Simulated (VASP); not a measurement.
The input files of a VASP run:

### KPOINTS
```
Automatic mesh
0
Gamma
3 3 6
0 0 0
```

POSCAR:
```
BeCd3Te4
1.0
 -0.0037670125   6.2703509867   6.3067141135
  6.2703509867  -0.0037670125   6.3067141135
  3.1332919871   3.1332919871   0.0000000000
Cd Te Be
3 4 1
Direct
  0.9963241807   0.9963241807   0.0073516386
  0.9952835159   0.5059593417   0.9987571425
  0.5059593417   0.9952835159   0.9987571425
  0.1250591565   0.1250591565   0.2498816870
  0.1587854474   0.6137349804   0.2274795722
  0.6137349804   0.1587854474   0.2274795722
  0.6055479629   0.6055479629   0.2889040743
  0.4993054146   0.4993054146   0.0013891708
```

INCAR:
```
SYSTEM = BeCd3Te4
PREC = Accurate
ENCUT = 400
EDIFF = 1E-6
NELM = 100
ALGO = Normal
LREAL = .FALSE.
LASPH = .TRUE.
ISMEAR = 0
SIGMA = 0.05
GGA = PS
LMAXMIX = 4
LWAVE = .FALSE.
LCHARG = .FALSE.
IBRION = 2
ISIF = 3
NSW = 60
EDIFFG = -0.02
```

POTCAR, in this order: Cd Te Be (PBE.64 set). Program: vasp_std.

Problem. Translate this PBEsol calculation to Quantum ESPRESSO's pw.x.

Solution. One equivalent input (not run):
```
&CONTROL
  calculation = 'vc-relax'
  pseudo_dir = './pseudo'
  outdir = './out'
  tprnfor = .true.
  tstress = .true.
  nstep = 60
  forc_conv_thr = 0.00078
/
&SYSTEM
  ibrav = 0
  nat = 8
  ntyp = 3
  ecutwfc = 102
  occupations = 'smearing'
  smearing = 'gaussian'
  degauss = 0.003675
  input_dft = 'pbesol'
/
&ELECTRONS
  conv_thr = 7.3e-08
  electron_maxstep = 100
/
&IONS
/
&CELL
/
ATOMIC_SPECIES
  Cd 112.414 Cd.upf
  Te 127.600 Te.upf
  Be 9.012 Be.upf
CELL_PARAMETERS angstrom
    -0.0037670    6.2703510    6.3067141
     6.2703510   -0.0037670    6.3067141
     3.1332920    3.1332920    0.0000000
ATOMIC_POSITIONS crystal
  Cd   0.9963242  0.9963242  0.0073516
  Cd   0.9952835  0.5059593  0.9987571
  Cd   0.5059593  0.9952835  0.9987571
  Te   0.1250592  0.1250592  0.2498817
  Te   0.1587854  0.6137350  0.2274796
  Te   0.6137350  0.1587854  0.2274796
  Te   0.6055480  0.6055480  0.2889041
  Be   0.4993054  0.4993054  0.0013892
K_POINTS automatic
  3 3 6 0 0 0
```
Limits of the translation: the potentials are each code's own (VASP's PAW set, PseudoDojo norm-conserving files in pw.x), so ENCUT and ecutwfc are chosen apart and not converted; conv_thr bounds pw.x's estimated SCF error, while EDIFF bounds the energy change between steps; forc_conv_thr acts on force components and is met together with etot_conv_thr.

The structure was generated: BeCd3Te4 was put into an ordered model structure (Amm2), which need not be its known phase. This run relaxes it. Symmetry was kept, so distortions that lower it aren't found. The start is the result of an earlier pass.
